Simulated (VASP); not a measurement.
Set up this calculation in VASP 6.6.1, as the native input.

- Task: single point
- Functional: LDA
- Potentials or basis: VASP PAW LDA potentials, release 64 (C)
- Cutoff: 520 eV
- k mesh: 24 × 24 × 1
- Occupations: gaussian, width 0.05 eV
- Spin: no spin polarisation
- Dipole correction: yes
- Further INCAR settings: ALGO = Fast; EDIFF = 1e-07

The structure of C lies in POSCAR:

```
C                                       
1.0
    2.4473277844     -0.0000000000      0.0000000000
   -1.2236638922      2.1194480323     -0.0000000000
    0.0000000000      0.0000000000     18.2948589265
  C             
     2
Direct
     0.0000000000000000    0.0000000000000000    0.5000000000000000
     0.6666666699999979    0.3333333400000029    0.5000000000000000
```

These files were run (other wordings do the same):

INCAR

```
PREC     = Accurate       # precision mode
ENCUT    = 520            # plane-wave cutoff, eV
EDIFF    = 1E-7           # SCF threshold, eV
ISMEAR   = 0              # smearing method
SIGMA    = 0.05           # smearing width, eV
LREAL    = False          # projectors in reciprocal space
LASPH    = True           # aspherical terms in the spheres
NELM     = 80             # most SCF steps
ALGO     = Fast           # electronic algorithm
ISIF     = 2              # what is computed and relaxed
LWAVE    = False          # write WAVECAR
LCHARG   = False          # write CHGCAR
LDIPOL   = True         
IDIPOL   = 3            
DIPOL    = 0.5 0.5 0.500
LVHAR    = True         
LVACPOTAV= True
```

KPOINTS

```
Automatic mesh
0
Gamma
  24 24 1
```

Potentials or basis: VASP PAW LDA potentials, release 64 (C).

Command:

```console
$ cat potpaw_LDA.64/C/POTCAR > POTCAR
$ mpirun -np 1 vasp_std > vasp.out
```

It gave:

```json
{"Band gap on the k mesh": "none (metal or under the smearing width)", "Work function of the upper face": "4.49 eV", "Work function of the lower face": "4.49 eV"}
```

Wall time 55 s on 1 thread of Intel(R) Xeon(R) Platinum 8488C (Sapphire Rapids) (shared host), peak memory 0.18 GiB.
